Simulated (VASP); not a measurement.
Write the native input for VASP 6.6.1 that does the following.

| Quantity | Value |
| --- | --- |
| Task | single point |
| Functional | LDA |
| Potentials or basis | VASP PAW LDA potentials, release 64 (Sr_sv, Mg_pv, O) |
| Cutoff | 520 eV |
| k mesh | 8 × 8 × 3 |
| Occupations | gaussian, width 0.05 eV |
| Spin | no spin polarisation |
| Further INCAR settings | ALGO = Normal; EDIFF = 1e-06; NBANDS = 39 |

The structure of SrMg3O4 lies in POSCAR:

```
SrMg3O4
1.0
    3.3014960000      0.0000000000      0.0000000000
    0.0000000000      3.3014960000      0.0000000000
    0.0000000000      0.0000000000      8.9796080000
Sr Mg O
1 3 4
Direct
    0.0000000000      0.0000000000      0.0000000000
    0.5000000000      0.5000000000      0.2723470000
    0.0000000000      0.0000000000      0.5000000000
    0.5000000000      0.5000000000      0.7276530000
    0.5000000000      0.5000000000      0.5000000000
    0.0000000000      0.0000000000      0.7250160000
    0.5000000000      0.5000000000      0.0000000000
    0.0000000000      0.0000000000      0.2749840000
```

The cell comes from a database or a generator and needn't be the stable form of this composition.

These files were run (other wordings do the same):

INCAR

```
SYSTEM = SrMg3O4
ALGO = Normal ; EDIFF = 1E-6
ENCUT = 520 ; GGA = CA
ISIF = 2 ; ISMEAR = 0
LASPH = .True. ; LCHARG = .False.
LREAL = .False. ; LWAVE = .False.
NBANDS = 39 ; NELM = 100
PREC = Accurate ; SIGMA = 0.05
```

KPOINTS

```
k-points
0
Gamma
  8 8 3
  0 0 0
```

Potentials or basis: VASP PAW LDA potentials, release 64 (Sr_sv, Mg_pv, O).

The run is started by

```bash
$ cat potpaw_LDA.64/Sr_sv/POTCAR potpaw_LDA.64/Mg_pv/POTCAR potpaw_LDA.64/O/POTCAR > POTCAR
$ mpirun -np 1 vasp_std > vasp.out
```

It gave:

```json
{
  "Pressure": "-8.0 GPa",
  "Largest force": "0.172 eV/Å",
  "Band gap on the k mesh": "2.04 eV, indirect (least direct gap 2.24 eV)"
}
```

Caveat: an odd mesh through Γ misses points on the zone boundary, where band edges often lie.

Run time: 85 s on 1 thread of Intel(R) Xeon(R) 6975P-C (Granite Rapids), with other jobs on the host, peak memory 0.25 GiB.
